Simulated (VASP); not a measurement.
ZrCdF4:

```
Zr Cd F
1.0
     4.15800    0.00000    0.00000
     0.00000    4.15800    0.00000
     0.00000    0.00000    6.64949
Zr Cd F
1 1 4
Direct
  0.50000 0.50000 0.50000
  0.00000 0.00000 0.00000
  0.00000 0.00000 0.68419
  0.50000 0.00000 0.00000
  0.00000 0.50000 0.00000
  0.00000 0.00000 0.31581
```

The cell was built by a generator and needn't be a form met in nature.

| Property | Result |
| --- | --- |
| Program | VASP 6.6.1 |
| Task | relaxation of cell and atoms |
| Functional | PBE |
| Potentials or basis | VASP PAW PBE potentials, release 64 (Zr_sv, Cd, F) |
| Cutoff | 600 eV |
| k mesh | 4 × 4 × 4 |
| Occupations | gaussian, width 0.1 eV |
| Spin | no spin polarisation |

At the start: pressure 1.5 GPa; volume 19.16 Å³/atom.

Q: Where does the relaxation end?

A: Over 8 steps the energy falls by 76.7 meV/atom and the volume is 19.50 Å³/atom (+1.8 %); space group P4/mmm (No. 123, to 0.05 Å).

The path:
| step | energy change (eV) | largest force (eV/Å) | pressure (GPa) | volume (Å³) |
| --- | --- | --- | --- | --- |
| 1 | 0.0000 | 1.9857 | 1.47 | 114.96 |
| 2 | -0.3802 | 0.2925 | -1.21 | 117.79 |
| 3 | -0.4155 | 0.4127 | -1.68 | 119.58 |
| 4 | -0.4173 | 0.3115 | -1.67 | 119.30 |
| 5 | -0.4563 | 0.1421 | 0.53 | 115.72 |
| 6 | -0.4566 | 0.1549 | 0.39 | 116.00 |
| 7 | -0.4598 | 0.0405 | 0.11 | 116.66 |
| 8 | -0.4601 | 0.0149 | 0.02 | 117.00 |

Final structure:
```cif
data_structure
_symmetry_space_group_name_H-M 'P 1'
_symmetry_Int_Tables_number 1
_cell_length_a 4.0207
_cell_length_b 4.0207
_cell_length_c 7.2372
_cell_angle_alpha 90.000
_cell_angle_beta 90.000
_cell_angle_gamma 90.000
_cell_volume 117.00
loop_
_atom_site_label
_atom_site_type_symbol
_atom_site_fract_x
_atom_site_fract_y
_atom_site_fract_z
_atom_site_occupancy
Zr1 Zr 0.50000 0.50000 0.50000 1
Cd1 Cd 0.00000 0.00000 0.00000 1
F1 F 0.00000 0.00000 0.66430 1
F2 F 0.50000 0.00000 0.00000 1
F3 F 0.00000 0.50000 0.00000 1
F4 F 0.00000 0.00000 0.33570 1
```

Caveat: the k mesh is coarse (spacing up to 0.38 Å⁻¹), so the values aren't converged.
